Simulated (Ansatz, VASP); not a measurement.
# TiC: VASP beside Ansatz

Aim: how closely do two programs agree when they are given the same cell, functional and k mesh? The cell is taken from a series of runs on this material, whose earlier steps may have relaxed, scaled, displaced or heated it; both programs get it as it stands.

Method: plane waves, with VASP 6.6.1 beside it; elastic constants at PBE, in Ansatz 0.2.0.

### Step 1. The structure

Symmetry: Fm-3m, No. 225, cubic system. Conventional cell: a = 4.333 Å, b = 4.333 Å, c = 4.333 Å, α = 90.00°, β = 90.00°, γ = 90.00°. Nearest to Ti lie 6 C at 2.17 Å. C has 6 Ti at 2.17 Å nearest. Farther neighbours are not listed.

### Step 2. Ansatz: elastic constants, PBE

Ansatz runs on its default PAW (the set named soft_2) files.

Elastic constants are differences of stresses under small strains, so they test the stress and the mesh.

Input file input.yaml:

```yaml
crystal:
  lattice:
    - [0.0, 2.1665029418, 2.1665029418]
    - [2.1665029418, 0.0, 2.1665029418]
    - [2.1665029418, 2.1665029418, 0.0]
  atoms:
    - { symbol: Ti, position: [0.5, 0.5, 0.5] }
    - { symbol: C, position: [0.0, 0.0, 0.0] }
kpoints:
  mp_grid: { grid: [30, 30, 30] }
hamiltonian:
  xc: pbe
scf:
  occupations: { method: methfessel_paxton, width: 0.25 }
output:
  forces: true
  stress: true
  eigenvalues: true
elastic:
  mode: relaxed_ion
  stencil: two_point
  amplitude: 0.01
```

The run is started by

```sh
$ ansatz run input.yaml --threads 4 --pin off --max-ram 16384MiB --backend cpu --events-out ev --progress --plain --runs-dir out
```

Numbers of over 12 decimals in the logs are rounded to 6 here.

The program printed:

```text
Engine: ansatz 0.2.0, aarch64-unknown-linux-gnu
Pseudopotentials: kind: paw
Pseudopotential: Ti, paw, valence charge 12, recommended cutoff 420 eV (normal), Ti.paw.azcp
Pseudopotential: C, paw, valence charge 4, recommended cutoff 420 eV (normal), C.paw.azcp
Functional definition: PBE
  parameter kappa = 0.804
  parameter beta = 0.066725
  exchange = pbe_x(kappa = kappa, mu = beta*pi^2/3)
  correlation = pbe_c(beta = beta)
Crystal: 2 atoms, lattice volume = 20.338 Å³
Basis set: ecut = 420 eV, 411 PW (Γ), exchange–correlation on 48×48×48 points (8 copies of the dense FFT grid, shifted against one another)
Bands: 12, of which v1, the nominal top of the filled ones, is band 8 counted from 1 (7 counted from 0)
Symmetry: 48 space group operations
Space group: Fm-3m (ITA 225), of the structure as read, at distance tolerance 2.7e-5 Å
k-points: 752 of 27000
Non-local potential: Ti, projectors of the file, l = 0: 3, l = 1: 2, l = 2: 3, l = 3: 1
Non-local potential: C, projectors of the file, l = 0: 2, l = 1: 2, l = 2: 1
PAW form: soft (Blöchl's): semilocal exchange-correlation on the pseudo side does not see the compensation charge
PAW one-centre angular grid: Ti, 590 points (default); XC on 64 Gauss nodes
PAW one-centre angular grid: C, 110 points (default); XC on 64 Gauss nodes
Initial density: superposition of atomic densities (neutral atoms: chi_scale 0, normalization atom), corrected by the library's trained network
Initial wavefunctions: pseudopotential atomic-orbital guess
Functional: x = pbe(κ = 0.804, μ = 0.219515), c = pbe(β = 0.066725)
SCF iter   1: F=—  HF=-2752.272482 eV  |F-HF|=—  |Δ(HF+E_count)|=         —  Δρ=3.69e-3  dr2=1.86e-3  ethr=1.77e-3  ⟨swp⟩=4.3  Hψ=40436  notcnv=0
preconditioner: auto → none  [metal: Δε(μ)=0.004 eV  Ē_g=7.850 eV  σ=0.250 eV  W_gap=0.01  n_scr=8 (ndim 8)  ℏωp=23.3 eV  f_vac=0.000  D(μ)=0.29/eV (n_scr^D=0)  sad-step TF]
SCF iter   2: F=—  HF=-2752.272063 eV  |F-HF|=—  |Δ(HF+E_count)|=   4.19e-4  S|Δr|=    0.00e0  Δρ=2.31e-3  dr2=8.52e-4  ethr=1.16e-5  ⟨swp⟩=1.0  Hψ=15040  notcnv=0
SCF iter   3: F=—  HF=-2752.271968 eV  |F-HF|=—  |Δ(HF+E_count)|=   9.58e-5  S|Δr|=    0.00e0  Δρ=1.65e-4  dr2=1.66e-6  ethr=5.33e-6  ⟨swp⟩=2.1  Hψ=10344  notcnv=0
SCF iter   4: F=—  HF=-2752.271970 eV  |F-HF|=—  |Δ(HF+E_count)|=   2.27e-6  S|Δr|=    0.00e0  Δρ=2.47e-5  dr2=5.85e-8  ethr=1.04e-8  ⟨swp⟩=2.2  Hψ=14230  notcnv=0
SCF iter   5: F=—  HF=-2752.271970 eV  |F-HF|=—  |Δ(HF+E_count)|=   1.38e-8  S|Δr|=    0.00e0  Δρ=4.66e-6  dr2=3.39e-9  ethr=3.65e-10  ⟨swp⟩=2.1  Hψ=14015  notcnv=0
SCF iter   6: F=—  HF=-2752.271970 eV  |F-HF|=—  |Δ(HF+E_count)|=  3.83e-10  S|Δr|=    0.00e0  Δρ=9.79e-7  dr2=1.84e-10  ethr=2.12e-11  ⟨swp⟩=2.9  Hψ=14885  notcnv=0
SCF iter   7: F=—  HF=-2752.271970 eV  |F-HF|=—  |Δ(HF+E_count)|=  5.82e-11  S|Δr|=    0.00e0  Δρ=1.16e-7  dr2=1.02e-12  ethr=1.15e-12  ⟨swp⟩=2.0  Hψ=12123  notcnv=0
SCF iter   8: F=-2752.271970 eV  HF=-2752.271970 eV  |F-HF|=4.55e-13  |Δ(HF+E_count)|=  4.55e-13  S|Δr|=    0.00e0  Δρ=1.44e-8  dr2=2.56e-14  ethr=1.00e-12  ⟨swp⟩=4.4  Hψ=27278  notcnv=0
SCF 1 converged in 8 iterations: F = -2752.271970 eV  dr2 = 2.56e-14
  greatest PAW one-centre occupation: 0.999 electrons in one spin orbital (limit 2), on the Ti atom at site 0 (counted from 0), in its partial waves of l = 0
Crystal: 2 atoms, lattice volume = 20.135 Å³
Basis set: ecut = 420 eV, 403 PW (Γ), exchange–correlation on 48×48×48 points (8 copies of the dense FFT grid, shifted against one another)
Symmetry: 16 space group operations
k-points: 1992 of 27000
Initial density: handed on by an earlier stage of this run
Initial wavefunctions: those handed on with the density
iter 1 solved again at ethr=1.43e-5 eV; its pass at ethr=3.10e-3 eV (dr2=2.28e-3 eV) is discarded
SCF iter   1: F=—  HF=-2752.269258 eV  |F-HF|=—  |Δ(HF+E_count)|=         —  Δρ=3.27e-3  dr2=2.31e-3  ethr=1.43e-5  ⟨swp⟩=1.4  Hψ=159013  notcnv=0
preconditioner: auto → none  [metal: Δε(μ)=0.003 eV  Ē_g=7.951 eV  σ=0.250 eV  W_gap=0.01  n_scr=8 (ndim 8)  ℏωp=23.4 eV  f_vac=0.000  D(μ)=0.28/eV (n_scr^D=0)]
[...]
SCF 2 converged in 7 iterations: F = -2752.268632 eV  dr2 = 7.05e-14
Crystal: 2 atoms, lattice volume = 20.541 Å³
[...]
preconditioner: auto → none  [metal: Δε(μ)=0.002 eV  Ē_g=7.805 eV  σ=0.250 eV  W_gap=0.01  n_scr=8 (ndim 8)  ℏωp=23.2 eV  f_vac=0.000  D(μ)=0.29/eV (n_scr^D=0)]
[...]
SCF 3 converged in 6 iterations: F = -2752.268837 eV  dr2 = 2.79e-15
Crystal: 2 atoms, lattice volume = 20.337 Å³
Basis set: ecut = 420 eV, 407 PW (Γ), exchange–correlation on 48×48×48 points (8 copies of the dense FFT grid, shifted against one another)
Symmetry: 8 space group operations
k-points: 3736 of 27000
[...]
preconditioner: auto → none  [metal: Δε(μ)=0.003 eV  Ē_g=7.870 eV  σ=0.250 eV  W_gap=0.01  n_scr=8 (ndim 8)  ℏωp=23.3 eV  f_vac=0.000  D(μ)=0.29/eV (n_scr^D=0)]
[...]
SCF iter   5: F=—  HF=-2752.270897 eV  |F-HF|=—  |Δ(HF+E_count)|=  3.50e-11  S|Δr|=    0.00e0  Δρ=5.26e-7  dr2=3.04e-11  ethr=6.68e-12  ⟨swp⟩=2.0  Hψ=60351  notcnv=0
SCF iter   6: F=—  HF=-2752.270897 eV  |F-HF|=—  |Δ(HF+E_count)|=  3.18e-12  S|Δr|=    0.00e0  Δρ=8.98e-8  dr2=7.95e-13  ethr=1.90e-13 (applied; sched 1.00e-12)  ⟨swp⟩=2.2  Hψ=70653  notcnv=0
SCF iter   7: F=-2752.270897 eV  HF=-2752.270897 eV  |F-HF|=4.55e-13  |Δ(HF+E_count)|=  4.55e-13  S|Δr|=    0.00e0  Δρ=1.93e-8  dr2=3.18e-14  ethr=1.00e-12  ⟨swp⟩=4.4  Hψ=135615  notcnv=0
SCF 4 converged in 7 iterations: F = -2752.270897 eV  dr2 = 3.18e-14
iter 1 solved again at ethr=7.97e-9 eV; its pass at ethr=3.10e-3 eV (dr2=1.28e-6 eV) is discarded
SCF iter   1: F=—  HF=-2752.270892 eV  |F-HF|=—  |Δ(HF+E_count)|=         —  Δρ=1.07e-4  dr2=1.05e-6  ethr=7.97e-9  ⟨swp⟩=2.1  Hψ=275158  notcnv=0
SCF iter   2: F=—  HF=-2752.270896 eV  |F-HF|=—  |Δ(HF+E_count)|=   4.08e-6  S|Δr|=    0.00e0  Δρ=4.95e-5  dr2=1.58e-7  ethr=6.56e-9  ⟨swp⟩=1.6  Hψ=47277  notcnv=0
SCF iter   3: F=—  HF=-2752.270897 eV  |F-HF|=—  |Δ(HF+E_count)|=   1.13e-6  S|Δr|=    0.00e0  Δρ=5.60e-6  dr2=1.45e-9  ethr=9.84e-10  ⟨swp⟩=1.8  Hψ=49299  notcnv=0
SCF iter   4: F=—  HF=-2752.270897 eV  |F-HF|=—  |Δ(HF+E_count)|=   1.60e-8  S|Δr|=    0.00e0  Δρ=3.12e-7  dr2=1.18e-11  ethr=9.07e-12  ⟨swp⟩=2.2  Hψ=56473  notcnv=0
SCF iter   5: F=—  HF=-2752.270897 eV  |F-HF|=—  |Δ(HF+E_count)|=  4.55e-12  S|Δr|=    0.00e0  Δρ=1.14e-7  dr2=1.25e-12  ethr=7.36e-14 (applied; sched 1.00e-12)  ⟨swp⟩=2.2  Hψ=72222  notcnv=0
SCF iter   6: F=-2752.270897 eV  HF=-2752.270897 eV  |F-HF|=0.00e0  |Δ(HF+E_count)|=  3.64e-12  S|Δr|=    0.00e0  Δρ=1.15e-8  dr2=7.80e-15  ethr=1.00e-12  ⟨swp⟩=2.7  Hψ=157755  notcnv=0
SCF 5 converged in 6 iterations: F = -2752.270897 eV  dr2 = 7.80e-15
SCF converged after 8 iterations
Stability not checked: this state was not tested for a lower state beside it, because cold or Methfessel-Paxton smearing, or corrected tetrahedra, fill the levels in a way that the test cannot read (fill_not_monotonic; see scf.lower_state_search)
Free energy (F): -2752.271970 eV
Harris-Foulkes:  -2752.271970 eV  (|F-HF|=4.55e-13)
Internal energy: -2752.272442 eV  (E = F + TS)
E sigma→0 (E₀):  -2752.272088 eV
Entropy (-TS):   0.000472 eV (0.236 meV/atom)
Fermi energy:    14.680917 eV
--- Per-component energies (eV) ---
  E_band       = -111.227849
  E_kinetic    = 362.267625
  E_local      = -776.040859  (includes V_loc(G=0)·N_el)
  E_nonlocal   = 31.952117
  E_hartree    = 314.940592
  E_xc         = -147.403339
  E_vxc        = -184.078383  (∫ρ·V_xc dr)
  E_paw        = -1145.229047  (= ΣΔE_a)
  E_vpaw       = -175.209680  (= ΣTr[D̂ρ^β])
  E_aug_tail   = 0.000151  (compensation charges beyond the density's cutoff)
  E_ewald      = -1392.759683
  E_smearing   = 0.000472  (= −TS)
  E_closure    = -0.000000  (closes the sum)
  Σ components = -2752.271970   (vs F -2752.271970, Δ=0.00e0)
--- Forces (eV/Å), atoms counted from 1 ---
  atom   1  Ti     0.00000000    -0.00000000    -0.00000000
  atom   2  C     -0.00000000     0.00000000     0.00000000
  max |Σ_I F_I| component: 4.33e-29 eV/Å
--- Stress (GPa, compression-positive) ---
       -0.016534       0.000000       0.000000
       -0.000000      -0.016534       0.000000
        0.000000       0.000000      -0.016534
  P = ⅓ Tr σ = -0.0165 GPa (-0.165 kbar)
--- Band table (eV; the first three rows and the last of 752) ---
  k-point 0: bands = [... 4 lower, 2.2799, 15.3728, 15.3728, 15.3728, 16.3488, 16.3488, 16.3488, 16.3966]
  k-point 1: bands = [... 4 lower, 2.3052, 15.2251, 15.3397, 15.3397, 15.9178, 15.9178, 16.4376, 16.8977]
  k-point 2: bands = [... 4 lower, 2.3806, 14.8760, 15.1203, 15.1203, 15.6960, 15.6960, 16.6142, 17.4486]
  k-point 751: bands = [... 4 lower, 5.1493, 11.4784, 11.6007, 11.9943, 17.3001, 17.6173, 18.2016, 19.7155]
--- Elastic constants: 2 strain directions × 2 members + reference (group order 48) ---
  dense FFT box of the reference and of every strained cell: 24×24×24
  strains applied: 11, 23; error gains: componentwise 1.00 (the most a stress slope's error grows in a printed constant), spectral 1.73 (1 for all six strains in a standard setting)
  C = ∂σ_k/∂η_j (tension-positive GPa; Voigt order 11 22 33 23 13 12):
       510.331    120.893    120.893      0.000      0.000      0.000
       120.893    510.331    120.893      0.000      0.000     -0.000
       120.893    120.893    510.331      0.000     -0.000      0.000
         0.000      0.000      0.000    169.111     -0.000      0.000
        -0.000     -0.000      0.000     -0.000    169.111      0.000
         0.000     -0.000     -0.000      0.000     -0.000    169.111
  reference stress σ⁰ (GPa):      0.017      0.017      0.017     -0.000     -0.000     -0.000
  C* (energy form; C + prestress term) asymmetry max|C*_kj − C*_jk| = 4.263e-14 GPa — a small one proves nothing (zero by symmetry where the batch's group is 432, −43m or m−3m); a large one is finite-difference/SCF noise where every solve meets its electron count
  moduli (Voigt/Reuss/Hill, GPa): K = 250.71/250.71/250.71   G = 179.35/178.50/178.93   E = 433.62   ν = 0.212
  mechanically stable: yes (min eigenvalue of sym C = 169.11 GPa)
  strain η (Voigt 11):  stress-route row diagonal C_11 = 510.33 GPa, energy-path curvature d²(F+E_count+ΔE)/dδ²/Ω₀ = 509.94 GPa
         δ    σ_11 (GPa)             F (eV)   n_scf  n_hpsi   n_pw
    -1.000e-2      -5.3753       -2752.2686320       7  439390    403   relax 0 steps, max|allowed force component| 9.71e-30 eV/Å
     1.000e-2       4.8313       -2752.2688371       6  371371    415   relax 0 steps, max|allowed force component| 3.75e-30 eV/Å
  strain η (Voigt 23):  stress-route row diagonal C_44 = 169.11 GPa, energy-path curvature d²(F+E_count+ΔE)/dδ²/Ω₀ = 169.10 GPa
         δ    σ_23 (GPa)             F (eV)   n_scf  n_hpsi   n_pw
    -1.000e-2      -1.6911       -2752.2708969       7  775908    407   relax 0 steps, max|allowed force component| 4.56e-29 eV/Å
     1.000e-2       1.6911       -2752.2708969       6  707426    407   relax 0 steps, max|allowed force component| 1.58e-29 eV/Å
```

Reading the cycles: dr2 is the Hartree energy of the density residual (eV), the measure of convergence; HF is the Harris–Foulkes estimate of the energy, which meets the free energy F at convergence.

(Continued in part 2 of 2.)

[Lines on the potential files, build, host, timing and source positions are cut from VASP's logs without a mark.]

[Logs are printed without paths, hosts, clocks, repeated set-up lines and the standing remarks that a program may print on its own settings, such as how far it seeks lower states.]

[Hosts, paths, dates, database ids (printed as entryN), source tags and the programs' standing remarks are cut or masked in the printed files.]
